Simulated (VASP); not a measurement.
Runs of VASP 6.6.1 on NaF. Symmetry: Fm-3m, No. 225, cubic system. Conventional cell: a = 4.624 Å, b = 4.624 Å, c = 4.624 Å, α = 90.00°, β = 90.00°, γ = 90.00°. Around Na (site symmetry m-3m) lie 6 F at 2.31 Å. Around F (site symmetry m-3m) lie 6 Na at 2.31 Å. 

```csv
level,potentials or basis,k mesh,cutoff (eV),smearing,gap on the mesh (eV),pressure (GPa)
PBEsol,"VASP PAW PBE potentials, release 64 (Na_pv, F_h)",8 × 8 × 8,900,gaussian 0.02 eV,6.20,-0.4
r2SCAN,"VASP PAW PBE potentials, release 64 (Na_pv, F)",8 × 8 × 8,520,gaussian 0.02 eV,7.21,-1.7
PBEsol,"VASP PAW PBE potentials, release 64 (Na_pv, F)",8 × 8 × 8,700,gaussian 0.02 eV,6.20,(a)
PBEsol,"VASP PAW PBE potentials, release 64 (Na_pv, F)",14 × 14 × 14,520,gaussian 0.02 eV,6.19,0.1
PBEsol,"VASP PAW PBE potentials, release 64 (Na_pv, F)",8 × 8 × 8,520,gaussian 0.5 eV,6.19,0.1
```

Alike in all rows: task single point; no spin polarisation; cell as given.

Question: Estimate the missing entries.

Answer: (a) 0.0.

Caveats: the PAW data sets were made with another functional, which shifts forces and pressure a little; the cutoff is under 1.25 times the usual one of these potentials, so pressure, stress and relaxed cells hold a basis-set (Pulay) error (some runs).

A k mesh can miss the band edges.
